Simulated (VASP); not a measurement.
**How a change of volume changes Mo**

Wanted: the elastic response of Mo to a change of volume, with a fit that predicts a row left out.

Method: PBEsol; plane waves and PAW (Mo_sv), in the first sound run; inputs show where later runs differ, in VASP 6.6.1.

Report form: the programs' logs are mostly left out.

### 1. The starting structure

It takes space group Im-3m (No. 229, cubic). Conventional cell: a = 3.150 Å, b = 3.150 Å, c = 3.150 Å, α = 90.00°, β = 90.00°, γ = 90.00°. Mo has 8 Mo at 2.73 Å nearest.

Structure file:

```cif
data_structure
_symmetry_space_group_name_H-M 'P 1'
_symmetry_Int_Tables_number 1
_cell_length_a 2.7280
_cell_length_b 2.7280
_cell_length_c 2.7280
_cell_angle_alpha 109.471
_cell_angle_beta 109.471
_cell_angle_gamma 109.471
_cell_volume 15.63
loop_
_atom_site_label
_atom_site_type_symbol
_atom_site_fract_x
_atom_site_fract_y
_atom_site_fract_z
_atom_site_occupancy
Mo1 Mo 0.00000 0.00000 0.00000 1
```

### 2. Relax the crystal, PBEsol

The series starts from the cell that this level prefers, so that zero strain is near zero stress.

This step took 2 runs in a row; the last is shown.

Level: PBEsol; plane waves and PAW (Mo_sv).

INCAR

```
SYSTEM = Mo
PREC = Accurate
ENCUT = 450
EDIFF = 1E-07
NELM = 120
ISMEAR = 1
SIGMA = 0.15
LREAL = .FALSE.
ALGO = Normal
GGA = PS
NBANDS = 13
LASPH = .TRUE.
LORBIT = 11
LWAVE = .FALSE.
LCHARG = .FALSE.
KPAR = 8
IBRION = 2
NSW = 40
ISIF = 3
EDIFFG = -0.005
POTIM = 0.4
```

POSCAR

```
Mo
1.0
   -1.5655819394      1.5655819394      1.5655819394
    1.5655819394     -1.5655819394      1.5655819394
    1.5655819394      1.5655819394     -1.5655819394
Mo
1
Direct
    0.0000000000      0.0000000000      0.0000000000
```

KPOINTS

```
Automatic mesh
0
Gamma
26 26 26
0 0 0
```

PAW data sets: Mo_sv (PBE family, release 64).

Command:

```console
$ mpirun -np 8 vasp_std
```

The job ended after 10 s (8 MPI ranks of Intel Xeon Platinum 8259CL at 2.50GHz (Skylake/Cascade Lake), shared host; peak memory 1.5 GiB; 68 s of CPU time).

Read from the output:

| Property | Result |
| --- | --- |
| energy(sigma→0) of the program | -11.7787 eV |
| stress, compression positive | xx, yy, zz -0.01, -0.01, -0.01 GPa |
| volume | 15.349 Å³ |
| ionic steps | 1 |

### 3. Relax at fixed volume, PBEsol

One member in full: the volume is scaled by 1.01, and the cell is held.

Level: PBEsol; plane waves and PAW (Mo_sv).

Edit INCAR of step 2 so:

```diff
@@ -15,7 +15,8 @@
 LCHARG = .FALSE.
-KPAR = 8
+KPAR = 2
 IBRION = 2
 NSW = 40
-ISIF = 3
-EDIFFG = -0.005
+ISIF = 2
+EDIFFG = -0.004
 POTIM = 0.4
+MAXMIX = 40
```

POSCAR

```
Mo
1.0
   -1.5707832465      1.5707832465      1.5707832465
    1.5707832465     -1.5707832465      1.5707832465
    1.5707832465      1.5707832465     -1.5707832465
Mo
1
Direct
    0.0000000000      0.0000000000      0.0000000000
```

KPOINTS is that of step 2.

Command:

```console
$ mpirun -np 2 vasp_std
```

Elapsed: 30 s, on 2 MPI ranks; peak memory 0.36 GiB; 53 s of CPU time.

This run gave:

```
energy(sigma→0) of the program : -11.7776 eV
stress, compression positive   : xx, yy, zz -2.74, -2.74, -2.74 GPa
ionic steps                    : 1
```

### 4. The whole series

The other members went through these steps as far as the tables show, with the same cutoff and, step by step, the same mesh; 9 runs are not shown. The session took 0.23 core hours (wall time by ranks) on a shared machine.

| volume over the relaxed volume | volume (Å³/atom) | pressure (GPa) | energy above the unstrained row, extrapolated to no smearing (meV/atom) |
| --- | --- | --- | --- |
| 0.940 | 14.428 | 19.679 | 55.083 |
| 0.960 | 14.735 | ? | ? |
| 0.980 | 15.042 | 5.900 | 6.036 |
| 0.990 | 15.196 | 2.872 | 1.601 |
| 1 | 15.349 | -0.005 | 0.000 |
| 1.010 | 15.503 | -2.740 | 1.084 |
| 1.020 | 15.656 | -5.340 | 4.729 |
| 1.040 | 15.963 | -10.155 | 19.204 |
| 1.060 | 16.270 | -14.494 | 42.460 |

### 5. A fit to the known rows

A least-squares cubic through the 8 rows shown, with u the logarithm of the volume ratio: pressure = − 491.5 u³ + 576.7 u² − 280.6 u − 0.006272 (GPa), r.m.s. residual 0.0011 GPa.

For the withheld row, u = -0.04082, the fit gives 12.442 GPa.

### 6. Prediction against calculation

The calculation gives 12.438 GPa, so the prediction is 0.004 GPa too high.

A cubic of the pressure in ln(V/V₀) through all rows has the slope −B at V₀: B = 281 GPa, and its curvature gives B′ = 4.1.

### 7. Results

```yaml
error_of_the_predicted_pressure: 0.004 GPa
bulk_modulus: 281 GPa
```

The slope of the energy gives 0.24 GPa at the relaxed volume where the pressure column has -0.01 GPa, a mark of the finite basis or of the smearing. These are static values: temperature and zero-point motion are left out. In a metal the slopes also depend on mesh and smearing, which were held through the series.

[Lines on the potential files, build, host, timing and source positions are cut from VASP's logs without a mark.]

[Logs are printed without paths, hosts, clocks, repeated set-up lines and the standing remarks that a program may print on its own settings, such as how far it seeks lower states.]

[Hosts, paths, dates, database ids (printed as entryN), source tags and the programs' standing remarks are cut or masked in the printed files.]

[In band tables of VASP the shares of atoms and orbitals are scaled to a sum of 1 inside the atoms' spheres.]
